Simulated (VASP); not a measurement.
**LiMg12 (a cell with a defect): single point with PBEsol**

LiMg12 (a cell with a defect):

```xyz
13
Lattice="6.4200 0.0000 0.0000 -4.8150 8.3398 0.0000 0.0000 0.0000 5.2130" Properties=species:S:1:pos:R:3 pbc="T T T"
Mg   -0.1027   -0.1402   -0.2591
Mg   -0.0977    2.0453    2.8596
Mg   -1.5929    2.6508    0.2487
Mg   -1.5776    4.6749    2.6467
Mg   -3.1772    5.5499    0.0691
Mg   -3.2287    7.1262    2.6918
Mg    3.2983   -0.1692   -0.2585
Mg    3.3164    2.0272    2.8615
Mg    1.6078    3.0217   -0.0545
Mg    1.5694    4.6257    2.5529
Mg   -0.0164    5.5296   -0.0474
Mg   -0.0108    7.5608    2.3539
Li    1.6053    0.9036    1.3399
```

The cell was built by a generator and needn't be a form met in nature.

```yaml
Program: VASP 6.6.1
Task: single point
Functional: PBEsol
Potentials_or_basis: VASP PAW PBE potentials, release 64 (Mg, Li_sv)
Cutoff: 520 eV
k_mesh: 3 × 2 × 3
Occupations: fermi-dirac, width 0.1 eV
Spin: no spin polarisation
Dipole_correction: no
Further_INCAR_settings: ALGO = Normal; EDIFF = 1e-06; NBANDS = 26
```

The largest force is 0.056 eV/Å and the band gap on the k mesh is none (metal or under the smearing width).

Forces in eV/Å, atoms in the order of the input:
```
Mg  -0.013 -0.036 -0.021
Mg  -0.032  0.019  0.028
Mg  -0.006  0.051 -0.008
Mg   0.004 -0.016  0.030
Mg  -0.006 -0.012 -0.002
Mg   0.007  0.024 -0.016
Mg   0.018 -0.022 -0.036
Mg   0.030  0.030  0.027
Mg   0.000 -0.017  0.010
Mg   0.001  0.025  0.002
Mg   0.001  0.013 -0.022
Mg  -0.008 -0.055  0.010
Li   0.004 -0.004 -0.002
```

Levels at points of the mesh, in eV from the Fermi level:
```
           k point  band 10  band 11  band 12  band 13  band 14  band 15  band 16  band 17
(0.00, 0.00, 0.00)    -1.48    -0.43    -0.10     0.07     0.24     0.37     0.67     1.37
(0.00, 0.50, 0.00)    -1.34    -1.06    -1.03    -0.83    -0.42    -0.05     1.62     1.74
```

It took 120 s on 1 thread of Intel(R) Xeon(R) Platinum 8488C (Sapphire Rapids), on a shared host, peak memory 0.37 GiB.

Caveat: the k mesh is coarse (spacing up to 0.40 Å⁻¹), so the values aren't converged; the PAW data sets were made with another functional, which shifts forces and pressure a little.
